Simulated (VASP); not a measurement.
# H5C2SN in VASP: a series of runs, part 3 of 3

VASP 6.6.1. Earlier steps stand in the parts before.

## 5. Single point, PBE+D3(BJ)

This run uses another cell than the first one, of 13.07 Å³/atom, 1.277 times its volume.

INCAR

```
ALGO = Fast ; EDIFF = 1E-6
ENCUT = 520 ; GGA = PE
ISIF = 2 ; ISMEAR = -1
IVDW = 12 ; LASPH = True
LCHARG = True ; LELF = True
LREAL = Auto ; LVHAR = True
LWAVE = False ; NBANDS = 72
NELM = 100 ; PREC = Accurate
SIGMA = 0.05
```

KPOINTS

```
k-points
0
Gamma
  1 1 1
```

POSCAR

```
H5C2SN
1.0
    7.7771850000      0.0000000000      0.0000000000
    0.0000000000      7.7771850000      0.0000000000
    0.0000000000      0.0000000000      7.7771850000
C N H S
8 4 20 4
Direct
    0.6300994512      0.6604317629      0.3509881789
    0.5469845452      0.4939962210      0.3377957449
    0.1722345553      0.2233584517      0.0153140243
    0.0530654729      0.3409974174      0.0892868049
    0.8026168852      0.1106312888      0.4385134210
    0.8436214389      0.1569462473      0.6108251250
    0.2532407291      0.5942381466      0.7003948087
    0.0951758252      0.6205972984      0.6114937474
    0.4746447461      0.3646049310      0.3095078746
   -0.0431647183      0.4380376704      0.1496171172
    0.9014058429      0.2041098418      0.7389048865
   -0.0291236482      0.6790503248      0.5564738398
    0.7636053405      0.6484351343      0.4003633706
    0.6446034137      0.7025035408      0.2165436466
    0.5481803506      0.7587321119      0.4170274977
    0.1106184307      0.1031992938     -0.0102993564
    0.2233198773      0.2687733415     -0.1062852433
    0.2714349729      0.1929104168      0.1068381426
    0.8620599870      0.1932061536      0.3380529073
    0.8403169013     -0.0210230308      0.4159602735
    0.6575386853      0.1220493019      0.4214635501
    0.3089035429      0.4667755750      0.6671051287
    0.3410745662      0.6916898595      0.6535912416
    0.2287460051      0.5945467415      0.8448301024
    0.7525087805      0.4638182067      0.7802180352
    0.8064871801      0.5699362944      0.9924027781
    0.2651987834     -0.0220516807      0.4145330219
    0.1843854814     -0.0396673089      0.6384057985
    0.3328196513      0.8807042651      0.0716197442
    0.2904007041      0.6620904608      0.1991594645
    0.5782940743      0.2184595069      0.0362470483
    0.6425975465      0.0301394399     -0.0985960859
    0.6945186465      0.6040103199      0.8736708719
    0.2754209910      0.0790388810      0.5554580481
    0.1995194919      0.8021411346      0.1691486058
    0.5992142401      0.0466621277      0.0653578383
```

Potentials or basis: VASP PAW PBE potentials, release 64 (C, N, H, S).

Launch:

```
$ cat potpaw_PBE.64/C/POTCAR potpaw_PBE.64/N/POTCAR potpaw_PBE.64/H/POTCAR potpaw_PBE.64/S/POTCAR > POTCAR
$ mpirun -np 1 vasp_gam > vasp.out
```

OUTCAR:

```text
EDIFF = 1E-6
   ENCUT = 520
   GGA = PE
   ISIF = 2
   ISMEAR = -1
   IVDW = 12
   LASPH = True
   LREAL = Auto
   NELM = 100
   PREC = Accurate
 IVDW          = 12

 ion  position               nearest neighbor table
   1  0.630  0.660  0.351-  14 1.10  13 1.11  15 1.12   2 1.45
   2  0.547  0.494  0.338-   9 1.17   1 1.45
   3  0.172  0.223  0.015-  16 1.07  18 1.08  17 1.08   4 1.42
   4  0.053  0.341  0.089-  10 1.16   3 1.42
   5  0.803  0.111  0.439-  20 1.08  19 1.11  21 1.14   6 1.42
   6  0.844  0.157  0.611-  11 1.15   5 1.42
[... 341 lines left out ...]
  Total       5.57719     1.58483     5.37762    -1.13801     0.67611     4.75295
  in kB      18.99586     5.39793    18.31611    -3.87606     2.30281    16.18850
  external pressure =       14.24 kB  Pullay stress =        0.00 kB

 VOLUME and BASIS-vectors are now :
 -----------------------------------------------------------------------------
  energy-cutoff  :      520.00
  volume of cell :      470.40
      direct lattice vectors                 reciprocal lattice vectors
     7.777185000  0.000000000  0.000000000     0.128581228  0.000000000  0.000000000
     0.000000000  7.777185000  0.000000000     0.000000000  0.128581228  0.000000000
     0.000000000  0.000000000  7.777185000     0.000000000  0.000000000  0.128581228

 POSITION                                       TOTAL-FORCE (eV/Angst)
 -----------------------------------------------------------------------------------
      4.90040      5.13630      2.72970        -0.050160      0.103580     -0.428105
      4.25400      3.84190      2.62710        -0.534527     -0.353717     -0.265251
      1.33950      1.73710      0.11910         0.156672     -0.098867      0.076631
      0.41270      2.65200      0.69440        -0.159797      0.191360     -0.032601
      6.24210      0.86040      3.41040        -1.912159      0.288256     -0.793794
      6.56100      1.22060      4.75050         0.442837      0.174322     -1.315594
[... 28 lines left out ...]
      1.55170      6.23840      1.31550         0.222619      1.009593     -0.915843
      4.66020      0.36290      0.50830        -0.145272      0.683107     -0.060866
 -----------------------------------------------------------------------------------
    total drift:                               -0.005622      0.014663     -0.011096

  FREE ENERGIE OF THE ION-ELECTRON SYSTEM (eV)
  ---------------------------------------------------
  free  energy   TOTEN  =      -193.7598169756 eV

  energy  without entropy=     -193.7598169755  energy(sigma->0) =     -193.75981698
```

Wall time 52 s (1 thread of Intel Xeon 6975P-C (Granite Rapids), shared host); peak memory 0.5 GiB.

What came out:

* Free energy: -193.7598 eV
* Pressure: 1.4 GPa
* Largest force: 2.090 eV/Å
* Band gap on the k mesh: 4.22 eV, direct
* Dispersion energy per atom: -0.063 eV

Forces in eV/Å, atoms in the order of the input:
```
C   -0.050  0.104 -0.428
C   -0.535 -0.354 -0.265
C    0.157 -0.099  0.077
C   -0.160  0.191 -0.033
C   -1.912  0.288 -0.794
C    0.443  0.174 -1.316
C    0.195 -1.662  0.922
C    0.714  0.216  0.721
N    0.383  0.662  0.438
N   -0.129  0.122  0.335
N    0.104  0.469  1.621
N   -1.302  0.340 -0.984
H   -0.528  0.150  0.306
H   -0.061  0.131  0.072
H    0.538 -0.588 -0.044
H   -0.732 -0.739 -0.345
H    0.230  0.226 -0.162
H    0.747  0.250  0.373
H   -0.060 -0.065  0.644
H    0.145 -0.623 -0.111
H    1.156 -0.164  0.044
H   -0.106  0.370  0.099
H    0.452  0.391  0.371
H    0.365  0.361 -1.145
H   -0.298  0.634  0.386
H    1.031 -0.289  1.222
H    0.106  0.001 -0.367
H   -0.325 -0.139  0.392
H   -0.754 -0.527  0.793
H    0.413 -0.645  0.092
H    0.032 -0.367  0.324
H    0.244 -0.382 -0.590
S   -0.971 -0.303 -1.651
S    0.389  0.176 -0.020
S    0.223  1.010 -0.916
S   -0.145  0.683 -0.061
```

Stress tensor (GPa, compression positive):
```
 1.90 -0.39  1.62
-0.39  0.54  0.23
 1.62  0.23  1.83
```

Caveat: the standard files for N, O and F lose accuracy on very short bonds. Expect the measured gap to be larger: semilocal functionals such as PBE lack the derivative discontinuity.

## 6. The runs side by side

```csv
cell,gap on the mesh (eV),pressure (GPa),largest force (eV/Å)
"P1, 10.23 Å³/atom",3.94,4.0,2.54
"P1, 10.55 Å³/atom",4.37,4.9,3.31
"P1, 10.32 Å³/atom",4.37,5.0,3.10
"P1, 13.07 Å³/atom",4.22,1.4,2.09
```

Alike in all rows: task single point; level PBE+D3(BJ); potentials or basis VASP PAW PBE potentials, release 64 (C, N, H, S); no spin polarisation; k mesh 1 × 1 × 1; cutoff (eV) 520; smearing fermi-dirac 0.05 eV.

On the cell as given the gap runs from 3.94 eV (PBE+D3(BJ)) to 4.37 eV (PBE+D3(BJ)).

Caveats: the standard files for N, O and F lose accuracy on very short bonds.

Total energies depend on the potentials used, so only differences within one code and one set of settings carry meaning.
